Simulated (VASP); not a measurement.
Here is the system:

```xyz
3
Lattice="2.7595 0.0000 0.0000 -1.3798 2.3898 0.0000 0.0000 0.0000 20.4710" Properties=species:S:1:pos:R:3 pbc="T T T"
N      0.0000     0.0000    10.2355
W      0.0000     1.5932    11.6787
W      1.3798     0.7966     8.7924
```

Calculation: PBEsol GGA, VASP's PBE PAW potentials (set 64) (plane waves; VASP). Numerical set-up: 520 eV cut-off, Gaussian smearing of 0.050 eV, potentials N W_sv.

The cell holds a wide vacuum, so values per volume refer to the whole cell.

Problem. Give the energies of bands 11 to 19 at the high-symmetry points, in eV from the Fermi level.

Solution. 
```json
[
 {"band": "11", "Γ": "-5.46", "M": "-7.93", "K": "-8.07"},
 {"band": "12", "Γ": "-4.75", "M": "-5.47", "K": "-7.22"},
 {"band": "13", "Γ": "-4.75", "M": "-5.23", "K": "-1.71"},
 {"band": "14", "Γ": "-1.45", "M": "-2.43", "K": "-1.64"},
 {"band": "15", "Γ": "-1.28", "M": "-0.88", "K": "-1.64"},
 {"band": "16", "Γ": "-1.15", "M": "0.14", "K": "-1.38"},
 {"band": "17", "Γ": "-1.05", "M": "0.94", "K": "0.66"},
 {"band": "18", "Γ": "-1.05", "M": "1.52", "K": "0.66"},
 {"band": "19", "Γ": "0.71", "M": "2.60", "K": "2.36"}
]
```

It has no gap at this level: it comes out as a metal or semimetal.

The cell is a sheet with vacuum, built from a generated structure.
